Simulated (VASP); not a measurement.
# Re (Rhenium) with PBEsol: from relaxation to properties, part 2 of 5

What structure does Re (Rhenium) take at this level, and what are its properties? Left out of this account: 1 further run (vcrelax: its dispersion library returned no energy). The start is a cell from a database of measured crystal structures.

VASP 6.6.1, plane waves and PAW; the level of theory is named at each step.

Still holding for the runs below: The k-mesh is coarse for a metal.

So far. Step 2 (Full relaxation (PBEsol)): It ends with forces that vanish by symmetry and a pressure of -0.03 GPa. The volume lies -1.1 % from that of the database's start, which holds the thermal and zero-point expansion of its experiment. Step 3 (Second relaxation): It ends with forces that vanish by symmetry and a pressure of -0.05 GPa. The volume moved by under 0.01 %: the run met its threshold at the first step.

### Step 4. Density, ELF and potential (PBEsol)

Level of this step: PBEsol; plane waves and PAW (Re) (VASP).

A single point on the relaxed cell gives a clean self-consistent state, with density, ELF and potential written out.

The input, INCAR:

```
SYSTEM = Re
PREC = Accurate
ENCUT = 400
EDIFF = 1E-06
NELM = 100
ISMEAR = 1
SIGMA = 0.2
LREAL = .FALSE.
ALGO = Normal
GGA = PS
NBANDS = 13
LASPH = .TRUE.
LORBIT = 11
LWAVE = .FALSE.
LCHARG = .TRUE.
ISIF = 2
LELF = .TRUE.
LVHAR = .TRUE.
```

The input, POSCAR:

```
Re
1.0
    2.7503563991      0.0000000000      0.0000000000
   -1.3751781995      2.3818785111      0.0000000000
    0.0000000000      0.0000000000      4.4434557849
Re
2
Direct
    0.3333333333      0.6666666667      0.2500000000
    0.6666666667      0.3333333333      0.7500000000
```

The input, KPOINTS:

```
Automatic mesh
0
Gamma
11 11 6
0 0 0
```

Potentials, in the order of the species: Re (PBE family, release 64).

Run with:

```console
> mpirun -np 2 vasp_std
```

Output:

```text
[banner, memory and clock lines left out]
running    2 mpi-ranks, on    1 nodes
 distrk:  each k-point on    2 cores,    1 groups
 distr:  one band on    1 cores,    2 groups

 POSCAR found type information on POSCAR Re
 POSCAR found :  1 types and       2 ions
 [... a notice as in an earlier step ...]

 LDA part: xc-table for (Slater+PW92), standard interpolation
|                                                                             |
|           W    W    AA    RRRRR   N    N  II  N    N   GGGG   !!!           |
|           W    W   A  A   R    R  NN   N  II  NN   N  G    G  !!!           |
|           W    W  A    A  R    R  N N  N  II  N N  N  G       !!!           |
|           W WW W  AAAAAA  RRRRR   N  N N  II  N  N N  G  GGG   !            |
|           WW  WW  A    A  R   R   N   NN  II  N   NN  G    G                |
|           W    W  A    A  R    R  N    N  II  N    N   GGGG   !!!           |
|                                                                             |
|     The number of bands has been changed from the values supplied in        |
|     The orbitals not found in the WAVECAR file will be initialized with     |
|     random numbers, which is usually adequate. For correlated               |
|     calculations, however, you should redo the groundstate calculation.     |
|     I found NBANDS = 13. Now, NBANDS = 14.                                  |
|                                                                             |

 POSCAR, INCAR and KPOINTS ok, starting setup
 FFT: planning ... GRIDC
 FFT: planning ... GRID_SOFT
 FFT: planning ... GRID
 WAVECAR not read
 entering main loop
       N       E                     dE             d eps       ncg     rms          rms(c)
DAV:   1     0.976888920564E+01    0.97689E+01   -0.60017E+03  3576   0.111E+03
DAV:   2    -0.274787677250E+02   -0.37248E+02   -0.33117E+02  2856   0.244E+02
DAV:   3    -0.282382527608E+02   -0.75949E+00   -0.74181E+00  2834   0.355E+01
DAV:   4    -0.282452458256E+02   -0.69931E-02   -0.69876E-02  2686   0.238E+00
DAV:   5    -0.282453965575E+02   -0.15073E-03   -0.15072E-03  2782   0.598E-01    0.455E+01
DAV:   6    -0.271203200131E+02    0.11251E+01   -0.86568E-01  3116   0.247E+01    0.188E+01
DAV:   7    -0.267437903393E+02    0.37653E+00   -0.60065E-01  3138   0.200E+01    0.547E-01
DAV:   8    -0.267321067926E+02    0.11684E-01   -0.72452E-03  2672   0.696E-01    0.150E-01
DAV:   9    -0.267309389712E+02    0.11678E-02   -0.56409E-04  3248   0.243E-01    0.433E-02
DAV:  10    -0.267309457531E+02   -0.67820E-05   -0.61080E-05  2906   0.953E-02    0.207E-02
DAV:  11    -0.267309463458E+02   -0.59267E-06   -0.14942E-07  1698   0.159E-02
   1 F= -.26730946E+02 E0= -.26730672E+02  d E =-.823326E-03
```

It took 9.2 s on 2 MPI ranks of Intel Xeon 6975P-C (Granite Rapids), shared host; peak memory 0.23 GiB; 17 s of CPU time.

OUTCAR, selected parts (step 4):

```text
 Found     64 irreducible k-points:

   k-points           NKPTS =     64   k-points in BZ     NKDIM =     64   number of bands    NBANDS=     14

   NELECT =      14.0000    total number of electrons

 E-fermi :   7.8576

 k-point     1 :       0.0000    0.0000    0.0000
  band No.  band energies     occupation
    ...
      3       6.2344      2.00000
      4       6.2379      2.00000
      5       6.2379      2.00000
      6       7.0911      2.00000
      7       7.0911      2.00000
      8       8.0419     -0.02995
      9       8.0419     -0.02995
     10       8.4832     -0.00009
     11      11.2720     -0.00000
     12      11.2720     -0.00000
    ...

 k-point     2 :       0.0909    0.0000    0.0000
  band No.  band energies     occupation
    ...
      5       6.7349      2.00000
      6       6.9004      2.00000
      7       7.2191      2.00006
      8       7.3885      2.00450
      9       7.7850      1.57164
     10       7.9910      0.10432
     11      11.4446     -0.00000
     12      12.6061      0.00000
     13      17.9678      0.00000
     14      22.7921      0.00000

  Total       -0.0162586     -0.0162586      0.0026115     -0.0000000     -0.0000000      0.0000000
  in kB       -0.8948775     -0.8948775      0.1437362     -0.0000000     -0.0000000      0.0000000
  external PRESSURE =      -0.5486729 kB  Pullay stress =       0.0000000 kB

 POSITION                                       TOTAL-FORCE (eV/Angst)
 -----------------------------------------------------------------------------------
     -0.00000      1.58792      1.11086        -0.000000      0.000000      0.000000
      1.37518      0.79396      3.33259         0.000000     -0.000000      0.000000
 -----------------------------------------------------------------------------------
    total drift:                               -0.000000      0.000000     -0.000000

  FREE ENERGIE OF THE ION-ELECTRON SYSTEM (eV)
  ---------------------------------------------------
  free  energy   TOTEN  =       -26.7309463458 eV

  energy  without entropy=      -26.7301230195  energy(sigma->0) =      -26.73067190

[... 9 parts as in an earlier step ...]

[... 5 further parts left out ...]
```

Numbers from this step:

* SCF cycles: 11
* bands: 14
* pressure: -0.05487 GPa

Valence electrons inside each PAW sphere by angular momentum. Sphere charges, by row:

```csv
atom,s (e),p (e),d (e),tot (e)
Re1,0.632,0.686,4.885,6.203
Re2,0.632,0.686,4.885,6.203
```

ELF in the ac plane at fractional y = 0.333, with atoms of Re within 0.2 Å of it. It is the smooth field of the valence electrons, not physical close to the nuclei.

Ten even steps from '_' (0.00) to '@' (0.49):
```
##%%%%%%%%####**++++++****##
**##%%%%##**++==--::::--++**
**##%%%%**++==::..____..--==
++##%%%%**++::__________..--
++##%%%%**==::____________--
++##%%%%##==..____________::
++##%%%%**++::____________--
**##%%%%**++--..________::==
**##%%%%##**++--::....::==++
##%%%%%%####**++======++****
%%%%##%%%%%%####********####
%%##****##%%%%%%%%####%%%%%%
##**++++**##%%@@@@@@@@@@@@%%
**++====++**##@@@@@@@@@@%%##
**++====++**####%%@@@@%%##**
++======++****####%%%%##****
++========++****########****
++======++++****##%%%%##****
++======++****##%%%%%%%%##**
**++====++**##%%@@@@@@@@%%##
**++++++**##%%@@@@@@@@@@@@%%
##**++++**%%@@@@%%%%%%@@@@%%
%%######%%%%%%####****##%%%%
```
Columns run along a (2.8 Å), rows up along c (4.4 Å). Atoms in or near the plane, at fractional coordinates: Re at (0.67, 0.75).

Valence density in the ac plane at fractional y = 0.333, with atoms of Re within 0.2 Å of it. It is the smooth field of the valence electrons, not physical close to the nuclei.

Values in e/Å³, 22 rows by 14 columns, each cell a mean:
```
0.4 0.3 0.3 0.3 0.3 0.4 0.4 0.5 0.6 0.6 0.6 0.6 0.5 0.4
0.4 0.3 0.3 0.3 0.4 0.4 0.5 0.7 0.8 0.8 0.8 0.7 0.6 0.5
0.5 0.4 0.4 0.4 0.4 0.5 0.7 0.8 0.9 0.9 0.9 0.9 0.8 0.6
0.6 0.4 0.4 0.4 0.5 0.6 0.8 0.9 1.0 1.1 1.1 1.0 0.9 0.7
0.6 0.5 0.4 0.4 0.5 0.7 0.8 0.9 1.1 1.3 1.2 1.0 0.9 0.8
0.6 0.5 0.4 0.4 0.5 0.7 0.8 0.9 1.1 1.3 1.2 1.1 0.9 0.8
0.6 0.4 0.4 0.4 0.5 0.6 0.8 0.9 1.0 1.1 1.1 1.0 0.9 0.7
0.5 0.4 0.4 0.4 0.4 0.5 0.7 0.8 0.9 0.9 0.9 0.9 0.8 0.6
0.4 0.4 0.3 0.3 0.4 0.4 0.6 0.7 0.8 0.8 0.8 0.7 0.6 0.5
0.4 0.3 0.3 0.3 0.3 0.4 0.4 0.5 0.6 0.6 0.6 0.6 0.5 0.4
0.4 0.3 0.3 0.3 0.3 0.4 0.4 0.4 0.5 0.5 0.5 0.4 0.4 0.4
0.4 0.4 0.4 0.4 0.4 0.4 0.4 0.4 0.4 0.4 0.4 0.4 0.4 0.4
0.4 0.4 0.4 0.4 0.4 0.4 0.4 0.4 0.4 0.4 0.4 0.4 0.4 0.4
0.5 0.5 0.5 0.5 0.5 0.5 0.4 0.4 0.4 0.3 0.3 0.4 0.4 0.4
0.5 0.6 0.6 0.6 0.6 0.5 0.5 0.4 0.4 0.3 0.3 0.4 0.4 0.5
0.6 0.7 0.7 0.7 0.7 0.6 0.5 0.4 0.4 0.3 0.3 0.4 0.4 0.5
0.6 0.7 0.7 0.7 0.7 0.6 0.5 0.4 0.4 0.3 0.3 0.4 0.4 0.5
0.6 0.6 0.6 0.6 0.6 0.5 0.5 0.4 0.4 0.3 0.3 0.4 0.4 0.5
0.5 0.5 0.5 0.5 0.5 0.5 0.4 0.4 0.4 0.3 0.3 0.4 0.4 0.4
0.4 0.4 0.4 0.4 0.4 0.4 0.4 0.4 0.4 0.4 0.4 0.4 0.4 0.4
0.4 0.4 0.4 0.4 0.4 0.4 0.4 0.4 0.4 0.4 0.4 0.4 0.4 0.4
0.3 0.3 0.3 0.3 0.3 0.4 0.4 0.4 0.4 0.4 0.4 0.4 0.4 0.4
```
Columns run along a (2.8 Å), rows up along c (4.4 Å). Atoms in or near the plane, at fractional coordinates: Re at (0.67, 0.75).

Electrostatic potential energy in the ac plane at fractional y = 0.333, with atoms of Re within 0.2 Å of it. With pseudopotentials it is smooth inside the atoms' cores, unlike the true potential.

Ten even steps from '_' (-32 eV) to '@' (0 eV):
```
@@@@@@@@@@%%##****++++**##%%
%%@@@@@@@@##**++==----==++**
##%%@@@@%%**==--::....::--++
**%%@@@@##++--..________::==
++##%%%%##++::__________..--
++##%%%%##==::__________..--
**##@@%%##++--..________..--
**%%@@@@##**==::..____..::==
##@@@@@@%%##++==::::::--==**
%%@@@@@@@@%%##++++====++**##
@@@@@@@@@@@@%%####****##%%%%
@@@@@@@@@@@@@@@@%%%%%%%%@@@@
%%%%%%%%%%%%@@@@@@@@@@@@@@@@
####****####%%@@@@@@@@@@@@%%
**++++++**##%%@@@@@@@@@@%%##
**++====++**##%%@@@@@@@@%%##
++======++++##%%@@@@@@@@%%**
++======++**##%%@@@@@@@@%%**
**++++++++**##%%@@@@@@@@%%##
##********##%%@@@@@@@@@@@@%%
%%########%%@@@@@@@@@@@@@@@@
@@%%%%%%%%@@@@@@@@@@@@@@@@@@
@@@@@@@@@@@@@@%%%%####%%%%@@
```
Columns run along a (2.8 Å; values clipped at the 3rd and 97th percentile), rows up along c (4.4 Å). Atoms in or near the plane, at fractional coordinates: Re at (0.67, 0.75).

In this run the pressure is -0.05 GPa, small enough to go on.

### Step 5. Bands along the symmetry lines (PBEsol)

The mesh alone shows little of the dispersion and can miss band extrema, so KPOINTS_OPT adds a path through the symmetry points after the self-consistent cycle.

The input, INCAR:

```
SYSTEM = Re
PREC = Accurate
ENCUT = 400
EDIFF = 1E-06
NELM = 100
ISMEAR = 1
SIGMA = 0.2
LREAL = .FALSE.
ALGO = Normal
GGA = PS
NBANDS = 19
LASPH = .TRUE.
LORBIT = 11
LWAVE = .FALSE.
LCHARG = .FALSE.
KPAR = 2
```

POSCAR is that of step 4.

KPOINTS is that of step 4.

The input, KPOINTS_OPT:

```
Line mode
16
Line-mode
Reciprocal
  0.00000000   0.00000000   0.00000000 GAMMA
  0.50000000   0.00000000   0.00000000 M

  0.50000000   0.00000000   0.00000000 M
  0.33333333   0.33333333   0.00000000 K

  0.33333333   0.33333333   0.00000000 K
  0.00000000   0.00000000   0.00000000 GAMMA

  0.00000000   0.00000000   0.00000000 GAMMA
  0.00000000   0.00000000   0.50000000 A

  0.00000000   0.00000000   0.50000000 A
  0.50000000   0.00000000   0.50000000 L

  0.50000000   0.00000000   0.50000000 L
  0.33333333   0.33333333   0.50000000 H

  0.33333333   0.33333333   0.50000000 H
  0.00000000   0.00000000   0.50000000 A

  0.50000000   0.00000000   0.50000000 L
  0.50000000   0.00000000   0.00000000 M

  0.33333333   0.33333333   0.00000000 K
  0.33333333   0.33333333   0.50000000 H
```

Run with:

```console
> mpirun -np 2 vasp_std
```

Output:

```text
[... set-up lines as in an earlier step ...]
 entering main loop
       N       E                     dE             d eps       ncg     rms          rms(c)
DAV:   1     0.146820938832E+02    0.14682E+02   -0.56736E+03  4864   0.813E+02
DAV:   2    -0.273293016658E+02   -0.42011E+02   -0.35840E+02  4350   0.250E+02
DAV:   3    -0.282379454996E+02   -0.90864E+00   -0.89958E+00  4160   0.376E+01
DAV:   4    -0.282453154212E+02   -0.73699E-02   -0.73669E-02  4238   0.173E+00
DAV:   5    -0.282453993775E+02   -0.83956E-04   -0.83950E-04  3931   0.391E-01    0.455E+01
DAV:   6    -0.271199954133E+02    0.11254E+01   -0.53851E-01  4126   0.182E+01    0.188E+01
DAV:   7    -0.267438219756E+02    0.37617E+00   -0.38361E-01  4325   0.148E+01    0.533E-01
DAV:   8    -0.267321849821E+02    0.11637E-01   -0.65772E-03  3899   0.532E-01    0.154E-01
DAV:   9    -0.267309391902E+02    0.12458E-02   -0.43684E-04  4254   0.177E-01    0.439E-02
DAV:  10    -0.267309452474E+02   -0.60572E-05   -0.47480E-05  4183   0.708E-02    0.240E-02
DAV:  11    -0.267309462492E+02   -0.10018E-05   -0.18364E-07  1996   0.802E-03    0.238E-03
DAV:  12    -0.267309460820E+02    0.16723E-06   -0.10675E-07  1702   0.864E-03
   1 F= -.26730946E+02 E0= -.26730672E+02  d E =-.823455E-03
 Start KPOINTS_OPT (optional k-point list driver)
k-point batch [1-64\144]
       N       E                     dE             ncg
DAV:   1     0.676319266354E+04   -0.12519E+05     4856
DAV:   2     0.414874765631E+04   -0.26144E+04     4300
DAV:   3     0.409425158305E+04   -0.54496E+02     4202
DAV:   4     0.409374578593E+04   -0.50580E+00     4140
DAV:   5     0.409373831754E+04   -0.74684E-02     4028
DAV:   6     0.409373802171E+04   -0.29583E-03     3977
DAV:   7     0.409373801004E+04   -0.11674E-04     3305
DAV:   8     0.409373800925E+04   -0.78359E-06     2362
[...]
k-point batch [129-144\144]
       N       E                     dE             ncg
DAV:   1     0.265185129757E+05   -0.84397E+04     1216
DAV:   2     0.259086447218E+05   -0.60987E+03     1036
DAV:   3     0.258957323495E+05   -0.12912E+02     1004
DAV:   4     0.258956083225E+05   -0.12403E+00     1012
DAV:   5     0.258956062197E+05   -0.21027E-02      942
DAV:   6     0.258956061284E+05   -0.91286E-04      964
DAV:   7     0.258956061248E+05   -0.36268E-05      746
DAV:   8     0.258956061246E+05   -0.23111E-06      430
```

The job ended after 21 s (2 MPI ranks; peak memory 0.3 GiB; 40 s of CPU time).

From OUTCAR (step 5):

```text
   k-points           NKPTS =     64   k-points in BZ     NKDIM =     64   number of bands    NBANDS=     19

   NELECT =      14.0000    total number of electrons

 E-fermi :   7.8575

 k-point     1 :       0.0000    0.0000    0.0000
  band No.  band energies     occupation
    ...
      3       6.2344      2.00000
      4       6.2379      2.00000
      5       6.2379      2.00000
      6       7.0910      2.00000
      7       7.0910      2.00000
      8       8.0419     -0.03004
      9       8.0419     -0.03004
     10       8.4831     -0.00009
     11      11.2720     -0.00000
     12      11.2720     -0.00000
    ...

  Total       -0.0158348     -0.0158348      0.0042621     -0.0000000      0.0000000     -0.0000000
  in kB       -0.8715518     -0.8715518      0.2345860     -0.0000000      0.0000000     -0.0000000
  external PRESSURE =      -0.5028392 kB  Pullay stress =       0.0000000 kB

 POSITION                                       TOTAL-FORCE (eV/Angst)
 -----------------------------------------------------------------------------------
     -0.00000      1.58792      1.11086         0.000000      0.000000      0.000000
      1.37518      0.79396      3.33259        -0.000000      0.000000      0.000000
 -----------------------------------------------------------------------------------
    total drift:                               -0.000000      0.000000     -0.000000

  FREE ENERGIE OF THE ION-ELECTRON SYSTEM (eV)
  ---------------------------------------------------
  free  energy   TOTEN  =       -26.7309460820 eV

  energy  without entropy=      -26.7301226274  energy(sigma->0) =      -26.73067160

[... 10 parts as in an earlier step ...]

[... 6 further parts left out ...]
```

Spin-orbit coupling is off here; with elements this heavy it splits and shifts levels by tenths of an eV or more.

Numbers from this step:

* SCF cycles: 12
* bands: 19
* Fermi energy: 7.857 eV
* pressure: -0.05028 GPa

Electronic bands along the path, in eV, zero at the Fermi level; # counts the bands kept:

```csv
point,#4,#5,#6,#7,#8,#9,#10,#11
Γ,-1.62,-1.62,-0.77,-0.77,0.18,0.18,0.63,3.41
0.53 of the way,-3.02,-1.82,-1.20,-0.75,0.86,0.91,1.59,4.19
M,-1.98,-1.75,-1.40,-0.62,4.04,4.45,4.59,6.16
0.53 of the way,-2.59,-2.27,-1.65,-0.40,3.17,3.83,3.88,6.65
K,-3.42,-2.17,-2.17,-0.04,3.08,3.08,3.55,6.66
0.47 of the way,-3.95,-2.03,-1.73,-0.51,0.51,2.00,2.97,3.94
Γ,-1.62,-1.62,-0.77,-0.77,0.18,0.18,0.63,3.41
0.47 of the way,-1.83,-1.83,-1.13,-1.13,-0.87,0.99,0.99,3.41
A,-2.43,-1.75,-1.75,-1.75,-1.75,2.59,2.59,2.59
0.53 of the way,-3.65,-1.76,-1.76,-0.09,-0.09,2.58,2.58,3.38
L,-4.17,0.39,0.39,0.94,0.94,4.36,4.36,4.85
0.53 of the way,-3.64,-1.70,-1.70,0.72,0.72,3.74,3.74,7.35
H,-3.79,-2.18,-2.18,0.06,0.06,3.42,3.42,9.66
0.47 of the way,-3.42,-2.49,-2.49,-0.09,-0.09,3.31,3.31,3.82
A,-2.43,-1.75,-1.75,-1.75,-1.75,2.59,2.59,2.59
jump to L,-4.17,0.39,0.39,0.94,0.94,4.36,4.36,4.85
0.47 of the way,-4.01,-1.28,-0.66,1.25,2.66,4.21,4.51,4.87
M,-1.98,-1.75,-1.40,-0.62,4.04,4.45,4.59,6.16
jump to K,-3.42,-2.17,-2.17,-0.04,3.08,3.08,3.55,6.66
0.47 of the way,-3.40,-2.19,-2.19,-0.16,1.99,3.32,3.32,7.38
H,-3.79,-2.18,-2.18,0.06,0.06,3.42,3.42,9.66
```

There is no gap at this level.

(Part 2 of 5 ends here.)

[Lines on the potential files, build, host, timing and source positions are cut from VASP's logs without a mark.]

[Logs are printed without paths, hosts, clocks, repeated set-up lines and the standing remarks that a program may print on its own settings, such as how far it seeks lower states.]

[Hosts, paths, dates, database ids (printed as entryN), source tags and the programs' standing remarks are cut or masked in the printed files.]

[A measured line is paired with the nearest computed mode of its activity, which favours agreement.]
